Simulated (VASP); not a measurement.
Level of theory: LDA (Ceperley-Alder, Perdew-Zunger), VASP's LDA PAW potentials (set 64) (plane waves; VASP).

A VASP calculation is set up with these files.

KPOINTS:
```
Regular mesh
0
gamma
12 12 3
0 0 0
```

INCAR:
```
SYSTEM  =  La
PREC  =  Accurate; ENCUT  =  500; LREAL  =  .FALSE.
LASPH  =  .TRUE.
EDIFF  =  1E-6; NELM  =  100; ALGO  =  Normal
LMAXMIX  =  6
ISMEAR  =  1; SIGMA  =  0.1
IBRION  =  2; NSW  =  40; ISIF  =  3
EDIFFG  =  -0.02; PSTRESS  =  300
LWAVE  =  .FALSE.; LCHARG  =  .FALSE.
```

### POSCAR
```
La
1.0
  1.5243222281  -2.6402047803   0.0000000000
  1.5243222281   2.6402047803   0.0000000000
  0.0000000000   0.0000000000  10.0773433936
La
4
Cart
  0.0000000000   0.0000000000   5.0386716968
  0.0000000000   0.0000000000   0.0000000000
  1.5243222281   0.8800700202   2.5193358484
  1.5243222281  -0.8800700202   7.5580075452
```

POTCAR, in this order: La (LDA.64 set). Program: vasp_std.

Problem. What will the output report for the number of irreducible k-points (NKPTS), largest plane-wave count, number of space-group operations, FFT grid (NGX, NGY, NGZ)?

Solution. 
- number of irreducible k-points (NKPTS): 38
- largest plane-wave count: 2095
- number of space-group operations: 24
- FFT grid (NGX, NGY, NGZ): 24 × 24 × 80

The compound is La in the dhcp structure. This run relaxes it under an external pressure of 30 GPa. Symmetry was kept, so distortions that lower it aren't found.
